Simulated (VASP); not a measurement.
Input for VASP

INCAR:
```
! general
SYSTEM =LiBr
PREC   =Accurate
ENCUT  =520   ! plane-wave cut-off (eV)
LREAL  =.FALSE.
LASPH  =.TRUE.   ! aspherical one-centre terms

! electronic loop
EDIFF  =1E-6   ! SCF stop (eV)
NELM   =100   ! most electronic steps
ALGO   =Normal   ! blocked Davidson
LMAXMIX=4   ! l cut-off of mixed one-centre charges

! smearing
ISMEAR =0   ! Gaussian
SIGMA  =0.05

! functional
GGA    =PE   ! PBE

! ions
IBRION =2
NSW    =60   ! most ionic steps
ISIF   =3
EDIFFG =-0.01   ! ionic stop

! output
LWAVE  =.FALSE.
LCHARG =.FALSE.
```

**POSCAR**
```
LiBr
1.0
  0.0000000000   2.7500000000   2.7500000000
  2.7500000000   0.0000000000   2.7500000000
  2.7500000000   2.7500000000   0.0000000000
Li Br
1 1
Cartesian
  0.0000000000   0.0000000000   0.0000000000
  2.7500000000   2.7500000000   2.7500000000
```

### KPOINTS
```
Automatic mesh
0
Gamma
8 8 8
0 0 0
```

POTCAR, in this order: Li_sv Br (PBE.64 set). Program: vasp_std.

Problem. Write an equivalent input for Ansatz.

Solution. One equivalent input (not run):
Ansatz 0.2 input:
```yaml
crystal:
  lattice:
    - [0.0000000, 2.7500000, 2.7500000]
    - [2.7500000, 0.0000000, 2.7500000]
    - [2.7500000, 2.7500000, 0.0000000]
  atoms:
    - { symbol: Li, position: [0.0000000, 0.0000000, 0.0000000] }
    - { symbol: Br, position: [0.5000000, 0.5000000, 0.5000000] }
kpoints:
  mp_grid: { grid: [8, 8, 8] }
hamiltonian:
  xc: pbe
  pseudopotentials: { kind: paw }
scf:
  occupations: { method: gaussian, width: 0.05 }
  max_iter: 100
relax:
  max_steps: 60
  f_tol: 0.01
  cell: {}
output: { forces: true, stress: true, eigenvalues: true }
```
Limits of the translation: each code has its own PAW files, so the cut-off isn't converted (ENCUT is set for VASP's; basis.ecutwfc is left out, and Ansatz then takes the one that its files recommend); Ansatz stops its SCF on the density residual and VASP on the energy change (EDIFF).

The compound is LiBr in the rock salt structure. This run relaxes it. Symmetry was kept, so distortions that lower it aren't found.
